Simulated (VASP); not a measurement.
Level of theory: PBEsol GGA, VASP's PBE PAW potentials (set 64) (plane waves; VASP 6.6.1).

Input for VASP

POSCAR:
```
WAl
1
   -0.0000000000     2.8720668209     2.8720668209
    2.8720668209     0.0000000000     2.8720668209
    2.8720668209     2.8720668209     0.0000000000
W Al
1 1
Direct
  0.0000000000   0.0000000000   0.0000000000
  0.2500000000   0.2500000000   0.2500000000
```

File KPOINTS:
```
Automatic mesh
0
Gamma
10 10 10
0 0 0
```

**INCAR**
```
# general
SYSTEM  = WAl
PREC    = Accurate
ENCUT   = 400
LREAL   = .FALSE.
LASPH   = .TRUE.

# electronic loop
EDIFF   = 1E-6
NELM    = 100
ALGO    = Normal
LMAXMIX = 6

# smearing
ISMEAR  = 1
SIGMA   = 0.1

# functional
GGA     = PS

# ions
IBRION  = 2
NSW     = 60
ISIF    = 3
EDIFFG  = -0.01

# output
LWAVE   = .FALSE.
LCHARG  = .FALSE.
```

POTCAR, in this order: W_sv Al (PBE.64 set). Program: vasp_std.

Q: What will the output report for the number of irreducible k-points (NKPTS), number of bands (NBANDS), largest plane-wave count, number of space-group operations, FFT grid (NGX, NGY, NGZ)?

A: 
The number of irreducible k-points (NKPTS) comes out as 47, the number of bands (NBANDS) is 12 and the largest plane-wave count is 889. The number of space-group operations is 24. The FFT grid (NGX, NGY, NGZ) is 28 × 28 × 28.

The structure was generated: WAl was put into the zinc blende type (F-43m), which need not be its known phase. It was relaxed first, which changed the volume by -32 %. The start is the result of an earlier pass. The electron count is odd and the run is not spin-polarised, which forces a metal.
